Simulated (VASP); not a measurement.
The input files of a VASP run:

### KPOINTS
```
K-points
0
G
 7 7 7
```

### POSCAR
```
Si
3.8402970
  0.0000000000   0.7071067680   0.7071067680
  0.7071067680   0.0000000000   0.7071067680
  0.7071067680   0.7071067680   0.0000000000
Si
2
Cartesian
  0.0000000000   0.0000000000   0.0000000000
  0.3535533840   0.3535533840   0.3535533840
```

INCAR:
```
SYSTEM = Si
PREC = Accurate; ENCUT = 300; LREAL = .FALSE.
LASPH = .TRUE.
EDIFF = 1E-6; NELM = 100; ALGO = Normal
ISMEAR = -1; SIGMA = 0.01
GGA = PE
ISIF = 2
LWAVE = .FALSE.; LCHARG = .FALSE.
```

POTCAR, in this order: Si (PBE.64 set). Program: vasp_std.

Q: Write an equivalent input for Quantum ESPRESSO's pw.x.

A: One equivalent input (not run):
```
&CONTROL
  calculation = 'scf'
  pseudo_dir = './pseudo'
  outdir = './out'
  tprnfor = .true.
  tstress = .true.
/
&SYSTEM
  ibrav = 0
  nat = 2
  ntyp = 1
  ecutwfc = 36
  occupations = 'smearing'
  smearing = 'fermi-dirac'
  degauss = 0.000735
  input_dft = 'pbe'
/
&ELECTRONS
  conv_thr = 7.3e-08
  electron_maxstep = 100
/
ATOMIC_SPECIES
  Si 28.085 Si.upf
CELL_PARAMETERS angstrom
     0.0000000    2.7155000    2.7155000
     2.7155000    0.0000000    2.7155000
     2.7155000    2.7155000    0.0000000
ATOMIC_POSITIONS crystal
  Si   0.0000000  0.0000000  0.0000000
  Si   0.2500000  0.2500000  0.2500000
K_POINTS automatic
  7 7 7 0 0 0
```
The two are equivalent in intent, not identical: the potentials are each code's own (VASP's PAW set, PseudoDojo norm-conserving files in pw.x), so ENCUT and ecutwfc are chosen apart and not converted; conv_thr bounds pw.x's estimated SCF error, while EDIFF bounds the energy change between steps.

The structure is a typed Si crystal (Fd-3m). The cell was not relaxed at this level.
